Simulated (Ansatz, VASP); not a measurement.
# TaBi in VASP and in Ansatz

```
Ta Bi
1.0
     0.00000    2.91489    2.91489
     2.91489    0.00000    2.91489
     2.91489    2.91489    0.00000
Ta Bi
1 1
Direct
  0.50000 0.50000 0.50000
  0.00000 0.00000 0.00000
```

Alike in both runs: functional PBE; k mesh 6 × 6 × 6; occupations gaussian, width 0.1 eV; no spin polarisation.

Ansatz relaxed the structure, and its values are those at the end. VASP's run is a single point on that final structure, the one shown.

|  | VASP | Ansatz |
| --- | --- | --- |
| version | VASP 6.6.1 | Ansatz 0.2.0 |
| potentials or method | VASP PAW PBE potentials, release 64 (Ta_pv, Bi_d) | scalar-relativistic, plane waves, PAW |
| plane-wave cutoff (eV) | 520 | 420 |
| valence electrons in the cell | 26 | 28 |

Ansatz gave:

- gap on the k mesh at the Fermi level (eV): none
- pressure (GPa): 0.0

Question: What did VASP give for the same quantities?

Answer: gap on the k mesh at the Fermi level (eV): none; pressure (GPa): -0.1.

A gap of «none» marks a metal or a gap that the smearing closes. The two sets of potentials don't hold the same shells in valence.

Caveats: spin-orbit coupling is left out, which moves the levels of the heavy elements.
